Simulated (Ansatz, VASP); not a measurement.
One calculation of CaAl4O, two programs

INCAR

```
  PREC = Accurate
  ENCUT = 520
  EDIFF = 1E-6
  ISMEAR = 0
  SIGMA = 0.1
  LREAL = F
  LASPH = T
  NELM = 60
  ALGO = Normal
  ISIF = 2
  LWAVE = F
  LCHARG = F
  GGA = PE
  NBANDS = 23
```

Contents of KPOINTS:

```
Automatic mesh
0
Gamma
  4 4 4
```

POSCAR

```
CaAl4O
1.0
    0.0000000000      3.6744808100      3.6744808100
    3.6744808100      0.0000000000      3.6744808100
    3.6744808100      3.6744808100      0.0000000000
Ca Al O
1 4 1
Direct
    0.0000000000      0.0000000000      0.0000000000
    0.8706559800      0.3764480100      0.3764480100
    0.3764480100      0.3764480100      0.3764480100
    0.3764480100      0.8706559800      0.3764480100
    0.3764480100      0.3764480100      0.8706559800
    0.7500000000      0.7500000000      0.7500000000
```

Input for Ansatz:

```yaml
crystal:
  lattice:
    - [0.0, 3.67448081, 3.67448081]
    - [3.67448081, 0.0, 3.67448081]
    - [3.67448081, 3.67448081, 0.0]
  atoms:
    - { symbol: Ca, position: [0.0, 0.0, 0.0] }
    - { symbol: Al, position: [0.87065598, 0.37644801, 0.37644801] }
    - { symbol: Al, position: [0.37644801, 0.37644801, 0.37644801] }
    - { symbol: Al, position: [0.37644801, 0.87065598, 0.37644801] }
    - { symbol: Al, position: [0.37644801, 0.37644801, 0.87065598] }
    - { symbol: O, position: [0.75, 0.75, 0.75] }
basis:
  ecutwfc: 420
kpoints:
  mp_grid: { grid: [4, 4, 4] }
hamiltonian:
  xc: pbe
scf:
  occupations: { method: gaussian, width: 0.1 }
  lower_state_search: "off"
output:
  forces: true
  stress: true
  eigenvalues: true
```

Change from the starting cell: species swapped into the MgBe4Cu type (F-43m, No. 216).

Alike in both runs: task single point; functional PBE; k mesh 4 × 4 × 4; occupations gaussian, width 0.1 eV; no spin polarisation.

|  | VASP | Ansatz |
| --- | --- | --- |
| version | VASP 6.6.1 | Ansatz 0.2.0 |
| potentials or method | VASP PAW PBE potentials, release 64 (Ca_sv, Al, O) | scalar-relativistic, plane waves, PAW |
| plane-wave cutoff (eV) | 520 | 420 |
| valence electrons in the cell | 28 | 28 |

VASP gave:

- gap on the k mesh at the Fermi level (eV): none
- pressure (GPa): 11.9
- rms of the force components (eV/Å): 0.351

**Question.** Estimate Ansatz's values.

**Answer.** gap on the k mesh at the Fermi level (eV): none; pressure (GPa): 11.8; rms of the force components (eV/Å): 0.353.

Atom by atom the forces differ by 0.002 eV/Å (rms over components). A gap of «none» marks a metal or a gap that the smearing closes. The functional is the same, so the differences come from potentials, cutoffs and numerics.

Caveats: the k mesh is coarse (spacing up to 0.37 Å⁻¹), so the values aren't converged.
